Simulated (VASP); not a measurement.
Input for VASP

**POSCAR**
```
KCl
4.9099780
  1.0000000000   0.0000000000   0.0000000000
 -0.5000000000   0.8660254690   0.0000000000
  0.0000000000   0.0000000000   2.8513366048
K Cl
1 1
direct
  0.6666670000   0.3333330000   0.5000000000
  0.3333330000   0.6666670000   0.5000000000
```

File KPOINTS:
```
Automatic mesh
0
Gamma
8 8 1
0 0 0
```

INCAR:
```
SYSTEM = KCl
PREC = Accurate
ENCUT = 300
EDIFF = 1E-6
NELM = 100
ALGO = Normal
LREAL = .FALSE.
LASPH = .TRUE.
ISMEAR = -1
SIGMA = 0.136
GGA = PE
LWAVE = .FALSE.
LCHARG = .FALSE.
ISIF = 2
```

POTCAR, in this order: K_sv Cl (PBE.64 set). Program: vasp_std.

Q: Write an equivalent input for Quantum ESPRESSO's pw.x.

A: One equivalent input (not run):
```
&CONTROL
  calculation = 'scf'
  pseudo_dir = './pseudo'
  outdir = './out'
  tprnfor = .true.
  tstress = .true.
/
&SYSTEM
  ibrav = 0
  nat = 2
  ntyp = 2
  ecutwfc = 74
  occupations = 'smearing'
  smearing = 'fermi-dirac'
  degauss = 0.009996
  input_dft = 'pbe'
/
&ELECTRONS
  conv_thr = 7.3e-08
  electron_maxstep = 100
/
ATOMIC_SPECIES
  K 39.098 K.upf
  Cl 35.450 Cl.upf
CELL_PARAMETERS angstrom
     4.9099780    0.0000000    0.0000000
    -2.4549890    4.2521660    0.0000000
     0.0000000    0.0000000   14.0000000
ATOMIC_POSITIONS crystal
  K    0.6666670  0.3333330  0.5000000
  Cl   0.3333330  0.6666670  0.5000000
K_POINTS automatic
  8 8 1 0 0 0
```
The two are equivalent in intent, not identical: the potentials are each code's own (VASP's PAW set, PseudoDojo norm-conserving files in pw.x), so ENCUT and ecutwfc are chosen apart and not converted; conv_thr bounds pw.x's estimated SCF error, while EDIFF bounds the energy change between steps.

The cell is a sheet with vacuum, built from a generated structure.
